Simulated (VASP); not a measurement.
# CsSr2Mo3O10 (P4/mmm) in VASP: single point with PBE

Aim: the single point of CsSr2Mo3O10 with PBE.

Everything below comes from runs of VASP 6.6.1. Logs are shortened: lines on timing, memory, paths and dates and some standing lists are left out, and cuts for length are marked.

### 1 The crystal as given

Symmetry: P4/mmm, No. 123, tetragonal system. Conventional cell: a = 3.959 Å, b = 3.959 Å, c = 15.616 Å, α = 90.00°, β = 90.00°, γ = 90.00°. Mo (site symmetry 4mm) has 1 O at 1.66 Å as nearest neighbours. Mo (site symmetry 4/mmm) has 6 O at 1.98 to 2.00 Å as nearest neighbours. Cs (site symmetry 4/mmm) is surrounded by 8 O at 3.28 Å. Around O (site symmetry 4mm) lie 1 Mo at 2.00 Å. Around O (site symmetry mmm) lie 2 Mo at 1.98 Å. O (site symmetry 4mm) is surrounded by 1 Mo at 1.66 Å. O (site symmetry 2mm) is surrounded by 2 Mo at 2.02 Å. Sr (site symmetry 4mm) is surrounded by 12 O at 2.66 to 3.00 Å.

The cell was built by a generator and needn't be a form met in nature.

### 2 Single point, PBE

The input, INCAR:

```
  ALGO = Fast
  EDIFF = 1E-6
  ENCUT = 520
  GGA = PE
  ISIF = 2
  ISMEAR = -1
  LASPH = T
  LCHARG = F
  LREAL = Auto
  LWAVE = F
  NBANDS = 80
  NELM = 80
  PREC = Accurate
  SIGMA = 0.1
```

The input, KPOINTS:

```
k-points
0
Gamma
  9 9 3
```

The input, POSCAR:

```
CsSr2Mo3O10
1.0
    3.9588270000      0.0000000000      0.0000000000
    0.0000000000      3.9588270000      0.0000000000
    0.0000000000      0.0000000000     15.6156730000
Mo Cs O Sr
3 1 10 2
Direct
    0.0000000000      0.0000000000      0.2839000000
    0.0000000000      0.0000000000      0.7161000000
    0.0000000000      0.0000000000      0.0000000000
    0.5000000000      0.5000000000      0.5000000000
    0.0000000000      0.0000000000      0.1280000000
    0.0000000000      0.0000000000      0.8720000000
    0.0000000000      0.5000000000      0.0000000000
    0.5000000000      0.0000000000      0.0000000000
    0.0000000000      0.0000000000      0.3900000000
    0.0000000000      0.0000000000      0.6100000000
    0.0000000000      0.5000000000      0.2580000000
    0.5000000000      0.0000000000      0.2580000000
    0.0000000000      0.5000000000      0.7420000000
    0.5000000000      0.0000000000      0.7420000000
    0.5000000000      0.5000000000      0.1445000000
    0.5000000000      0.5000000000      0.8555000000
```

Potentials or basis: VASP PAW PBE potentials, release 64 (Mo_sv, Cs_sv, O, Sr_sv).

The run is started by

```sh
> cat potpaw_PBE.64/Mo_sv/POTCAR potpaw_PBE.64/Cs_sv/POTCAR potpaw_PBE.64/O/POTCAR potpaw_PBE.64/Sr_sv/POTCAR > POTCAR
> mpirun -np 1 vasp_std > vasp.out
```

OUTCAR:

```text
EDIFF = 1E-6
   ENCUT = 520
   GGA = PE
   ISIF = 2
   ISMEAR = -1
   LASPH = T
   LREAL = Auto
   NELM = 80
   PREC = Accurate

 ion  position               nearest neighbor table
   1  0.000  0.000  0.284-   9 1.66  11 2.02  12 2.02  11 2.02  12 2.02   5 2.43  15 3.55  15 3.55
                            15 3.55  15 3.55
   2  0.000  0.000  0.716-  10 1.66  13 2.02  14 2.02  13 2.02  14 2.02   6 2.43  16 3.55  16 3.55
                            16 3.55  16 3.55
   3  0.000  0.000  0.000-   7 1.98   8 1.98   7 1.98   8 1.98   5 2.00   6 2.00  15 3.60  15 3.60
                            16 3.60  16 3.60  15 3.60  16 3.60  15 3.60  16 3.60
   4  0.500  0.500  0.500-
   5  0.000  0.000  0.128-   3 2.00   1 2.43  15 2.81  15 2.81  15 2.81  15 2.81
   6  0.000  0.000  0.872-   3 2.00   2 2.43  16 2.81  16 2.81  16 2.81  16 2.81
   7  0.000  0.500  0.000-   3 1.98   3 1.98  16 3.00  15 3.00  15 3.00  16 3.00
   8  0.500  0.000  0.000-   3 1.98   3 1.98  16 3.00  15 3.00  16 3.00  15 3.00
   9  0.000  0.000  0.390-   1 1.66
  10  0.000  0.000  0.610-   2 1.66
  11  0.000  0.500  0.258-   1 2.02   1 2.02  15 2.66  15 2.66
  12  0.500  0.000  0.258-   1 2.02   1 2.02  15 2.66  15 2.66
  13  0.000  0.500  0.742-   2 2.02   2 2.02  16 2.66  16 2.66
  14  0.500  0.000  0.742-   2 2.02   2 2.02  16 2.66  16 2.66
  15  0.500  0.500  0.145-  11 2.66  12 2.66  12 2.66  11 2.66   5 2.81   5 2.81   5 2.81   5 2.81
                             7 3.00   7 3.00   8 3.00   8 3.00   1 3.55   1 3.55   1 3.55   1 3.55
  16  0.500  0.500  0.855-  13 2.66  14 2.66  14 2.66  13 2.66   6 2.81   6 2.81   6 2.81   6 2.81
                             7 3.00   7 3.00   8 3.00   8 3.00   2 3.55   2 3.55   2 3.55   2 3.55

  LATTYP: Found a simple tetragonal cell.
 ALAT       =     3.9588270000
 C/A-ratio  =     3.9445201824

  Lattice vectors:

 A1 = (   3.9588270000,   0.0000000000,   0.0000000000)
 A2 = (   0.0000000000,   3.9588270000,   0.0000000000)
 A3 = (   0.0000000000,   0.0000000000,  15.6156730000)

Analysis of symmetry for initial positions (statically):
=====================================================================
 Subroutine PRICEL returns:
 Original cell was already a primitive cell.

 Routine SETGRP: Setting up the symmetry group for a
 simple tetragonal supercell.

 Subroutine GETGRP returns: Found 16 space group operations
 (whereof 16 operations were pure point group operations)
 out of a pool of 16 trial point group operations.

The static configuration has the point symmetry D_4h.

Analysis of symmetry for dynamics (positions and initial velocities):
=====================================================================
 Subroutine PRICEL returns:
 Original cell was already a primitive cell.

 Routine SETGRP: Setting up the symmetry group for a
 simple tetragonal supercell.

 Subroutine GETGRP returns: Found 16 space group operations
 (whereof 16 operations were pure point group operations)
 out of a pool of 16 trial point group operations.

The dynamic configuration has the point symmetry D_4h.

 Subroutine INISYM returns: Found 16 space group operations
 (whereof 16 operations are pure point group operations),
 and found     1 'primitive' translations

----------------------------------------------------------------------------------------

                                     Primitive cell

  volume of cell :     244.7337

  direct lattice vectors                    reciprocal lattice vectors
     3.958827000  0.000000000  0.000000000     0.252600076  0.000000000  0.000000000
     0.000000000  3.958827000  0.000000000     0.000000000  0.252600076  0.000000000
     0.000000000  0.000000000 15.615673000     0.000000000  0.000000000  0.064038226

  length of vectors
     3.958827000  3.958827000 15.615673000     0.252600076  0.252600076  0.064038226

  position of ions in fractional coordinates (direct lattice)
     0.000000000  0.000000000  0.283900000
     0.000000000  0.000000000  0.716100000
     0.000000000  0.000000000  0.000000000
     0.500000000  0.500000000  0.500000000
     0.000000000  0.000000000  0.128000000
     0.000000000  0.000000000  0.872000000
[... 8 lines left out ...]
     0.500000000  0.500000000  0.144500000
     0.500000000  0.500000000  0.855500000

  ion indices of the primitive-cell ions
   primitive index   ion index
                 1           1
                 2           2
                 3           3
                 4           4
                 5           5
                 6           6
[... 8 lines left out ...]
                15          15
                16          16

----------------------------------------------------------------------------------------

 KPOINTS: k-points

Automatic generation of k-mesh.
 Grid dimensions read from file:
 generate k-points for:    9    9    3

 Generating k-lattice:

  Cartesian coordinates                     Fractional coordinates (reciprocal lattice)
     0.028066675  0.000000000  0.000000000     0.111111111  0.000000000  0.000000000
     0.000000000  0.028066675  0.000000000     0.000000000  0.111111111  0.000000000
     0.000000000  0.000000000  0.021346075     0.000000000  0.000000000  0.333333333

  Length of vectors
     0.028066675  0.028066675  0.021346075

  Shift w.r.t. Gamma in fractional coordinates (k-lattice)
     0.000000000  0.000000000  0.000000000

 Subroutine IBZKPT returns following result:
 ===========================================

 Found     30 irreducible k-points:

 Following reciprocal coordinates:
            Coordinates               Weight
  0.000000  0.000000  0.000000      1.000000
  0.111111  0.000000  0.000000      4.000000
  0.222222  0.000000  0.000000      4.000000
  0.333333  0.000000  0.000000      4.000000
  0.444444  0.000000  0.000000      4.000000
  0.111111  0.111111  0.000000      4.000000
[... 16 lines left out ...]
  0.333333  0.111111  0.333333     16.000000
  0.444444  0.111111  0.333333     16.000000
 [... further k-points ...]
   k-points           NKPTS =     30   k-points in BZ     NKDIM =     30   number of bands    NBANDS=     80
   number of dos      NEDOS =    301   number of ions     NIONS =     16
   total plane-waves  NPLWV = 108000
   dimension x,y,z NGX =    30 NGY =   30 NGZ =  120
   dimension x,y,z NGXF=    60 NGYF=   60 NGZF=  240
   ions per type =               3   1  10   2
   NGX,Y,Z   is equivalent  to a cutoff of  12.60, 12.60, 12.78 a.u.
   NGXF,Y,Z  is equivalent  to a cutoff of  25.20, 25.20, 25.55 a.u.
 SYSTEM =  unknown system
   PREC   = accura    normal or accurate (medium, high low for compatibility)
   ISTART =      0    job   : 0-new  1-cont  2-samecut
   ICHARG =      2    charge: 1-file 2-atom 10-const
   ISPIN  =      1    spin polarized calculation?
   LNONCOLLINEAR =      F non collinear calculations
   LSORBIT =      F    spin-orbit coupling
   LASPH  =      T    aspherical Exc in radial PAW
   ENCUT  =  520.0 eV  38.22 Ry    6.18 a.u.   7.36  7.36 29.03*2*pi/ulx,y,z
   NELM   =     80;   NELMIN=  2; NELMDL= -5     # of ELM steps
   EDIFF  = 0.1E-05   stopping-criterion for ELM
   LREAL  =      T    real-space projection
   EDIFFG = 0.1E-04   stopping-criterion for IOM
   NSW    =      0    number of steps for IOM
   IBRION =     -1    ionic relax: 0-MD 1-quasi-New 2-CG
   NFREE  =      0    steps in history (QN), initial steepest desc. (CG)
   ISIF   =      2    stress and relaxation
   ISYM   =      2    0-nonsym 1-usesym 2-fastsym
   POTIM  = 0.5000    time-step for ionic-motion
   TEBEG  =    0.0;   TEEND  =   0.0 temperature during run
   PSTRESS=    0.0 pullay stress
   NELECT =     131.0000    total number of electrons
   NUPDOWN=      -1.0000    fix difference up-down
   EMIN   =  10.00;   EMAX   =-10.00  energy-range for DOS
   EFERMI =   0.00;   METHOD = LEGACY
   ISMEAR =    -1;   SIGMA  =   0.10  broadening in eV -4-tet -1-fermi 0-gaus
   EFERMI_NEDOS =   21; number of points for ismear=-14 and -15
   IALGO  =     68    algorithm
   IMIX   =      4    mixing-type and parameters
     AMIX     =   0.40;   BMIX     =  1.00
     AMIX_MAG =   1.60;   BMIX_MAG =  1.00
  volume/ion in A,a.u.               =      15.30       103.22
  Fermi-wavevector in a.u.,A,eV,Ry     =   1.329232  2.511884 24.039546  1.766857
  Thomas-Fermi vector in A             =   2.458410
   LORBIT       =      0    0 simple, 1 ext, 2 COOP (PROOUT), +10 PAW based schemes
   GGA     = PE    functional components
   LHFCALC =     F    Hartree Fock is set to
   AEXX    =    0.0000 exact exchange contribution
   IVDW    =     0    specifies the selected vdW correction
   LEPSILON=     F    determine dielectric tensor
   LRPA    =     F    only Hartree local field effects (RPA)
 non-spin polarized calculation
 RMM-DIIS sequential band-by-band and
  energy-cutoff  :      520.00
  volume of cell :      244.73
 maximum number of plane-waves:      6643
 NGX is ok and might be reduce to    30
   NGX = 15   NGY = 15   NGZ = 59

 number of electron     130.9999982 magnetization

 Free energy of the ion-electron system (eV)
  ---------------------------------------------------
  ext. energy  EPLUGINS =         0.00000000
  ---------------------------------------------------
  free energy    TOTEN  =      -123.09783004 eV

  energy without entropy =     -122.86397759  energy(sigma->0) =     -122.98090381

 E-fermi :   5.4110     XC(G=0): -10.0887

 val. band max:        5.4075420169   @ k =   0.1111   0.1111   0.3333
 cond. band min:       5.4156557586   @ k =   0.1111   0.1111   0.0000
 fundamental gap:      0.0081137417
 Fermi energy:         5.4109548781

 k-point     1 :       0.0000    0.0000    0.0000
  band No.  band energies     occupation
      1     -58.2606      2.00000
      2     -58.2606      2.00000
      3     -57.6198      2.00000
      4     -33.1692      2.00000
      5     -33.1692      2.00000
      6     -32.1022      2.00000
[... 69 lines left out ...]
     76       7.5789      0.00000
     77       8.8394      0.00000
[... 1838 lines left out ...]
     76       8.6153      0.00000
     77       9.0736      0.00000

 [... further k-points ...]

 [bands above 77 left out]

------------------------ aborting loop because EDIFF is reached ----------------------------------------

  FORCE on cell =-STRESS in cart. coord.  units (eV):
  Direction    XX          YY          ZZ          XY          YZ          ZX
  --------------------------------------------------------------------------------------
  -------------------------------------------------------------------------------------
  Total       -6.9571315     -6.9571315      5.6682834      0.0000000     -0.0000000      0.0000000
  in kB      -45.5456643    -45.5456643     37.1080718      0.0000000     -0.0000000      0.0000000
  external PRESSURE =     -17.9944189 kB  Pullay stress =       0.0000000 kB

 VOLUME and BASIS-vectors are now :
 -----------------------------------------------------------------------------
  energy-cutoff  :      520.00
  volume of cell :      244.73
      direct lattice vectors                 reciprocal lattice vectors
     3.958827000  0.000000000  0.000000000     0.252600076  0.000000000  0.000000000
     0.000000000  3.958827000  0.000000000     0.000000000  0.252600076  0.000000000
     0.000000000  0.000000000 15.615673000     0.000000000  0.000000000  0.064038226

 POSITION                                       TOTAL-FORCE (eV/Angst)
 -----------------------------------------------------------------------------------
      0.00000      0.00000      4.43329        -0.000000     -0.000000     -5.774730
      0.00000      0.00000     11.18238         0.000000     -0.000000      5.774730
      0.00000      0.00000      0.00000         0.000000      0.000000      0.000000
      1.97941      1.97941      7.80784         0.000000      0.000000      0.000000
      0.00000      0.00000      1.99881         0.000000     -0.000000     -0.103185
      0.00000      0.00000     13.61687        -0.000000      0.000000      0.103185
[... 8 lines left out ...]
      1.97941      1.97941      2.25646         0.000000     -0.000000     -0.186186
      1.97941      1.97941     13.35921        -0.000000     -0.000000      0.186186
 -----------------------------------------------------------------------------------
    total drift:                                0.000000     -0.000000      0.000000

  FREE ENERGIE OF THE ION-ELECTRON SYSTEM (eV)
  ---------------------------------------------------
  free  energy   TOTEN  =      -123.0978300365 eV

  energy  without entropy=     -122.8639775861  energy(sigma->0) =     -122.98090381
```

Wall time 39 min (1 thread of AMD EPYC 7R43 (Zen 3), shared host); peak memory 0.5 GiB.

What came out:

```
Free energy            : -123.0978 eV
Pressure               : -1.8 GPa
Largest force          : 5.775 eV/Å
Band gap on the k mesh : none (metal or under the smearing width)
```

Forces in eV/Å, atoms in the order of the input:
```
Mo   0.000  0.000 -5.775
Mo   0.000  0.000  5.775
Mo   0.000  0.000  0.000
Cs   0.000  0.000  0.000
O    0.000  0.000 -0.103
O    0.000  0.000  0.103
O    0.000  0.000  0.000
O    0.000  0.000  0.000
O    0.000  0.000  4.359
O    0.000  0.000 -4.359
O    0.000  0.000  0.541
O    0.000  0.000  0.541
O    0.000  0.000 -0.541
O    0.000  0.000 -0.541
Sr   0.000  0.000 -0.186
Sr   0.000  0.000  0.186
```

Levels at points of the mesh, in eV from the Fermi level:
```tsv
k point	band 62	band 63	band 64	band 65	band 66	band 67	band 68	band 69
(0.00, 0.00, 0.00)	-2.97	-2.85	-2.85	-1.79	-1.79	-1.60	-0.01	-0.01
```

Caveat: an odd number of electrons without spin polarisation forces a metal; a magnetic or distorted state may lie lower.
